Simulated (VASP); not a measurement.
Energy against volume of Au (fcc). These are r2SCAN meta-GGA, VASP's PBE PAW potentials (set 64) (plane waves; VASP) values and carry that method's errors. Settings: 520 eV cut-off, 15×15×15 Γ-centred mesh, first-order Methfessel-Paxton smearing of 0.10 eV, potentials Au.

| V (Å³/atom) | E (eV/atom) |
|---|---|
| 16.500 | -50.55750 |
| 17.027 | -50.58506 |
| 17.553 | -50.59372 |
| 18.080 | -50.58692 |

Task: Fit these four points and predict the energy of the run at 18.606 Å³/atom.

Result: A cubic in V^(−2/3), the third-order Birch-Murnaghan form, passes through the four points with V0 = 17.57 Å³/atom and B0 = 156 GPa, and gives -50.5675 eV/atom there. The run gave -50.5675 eV/atom, -0.0 meV/atom from the fit; all five points give B0 = 156 GPa.

The compound is Au in the fcc structure. It was relaxed first.
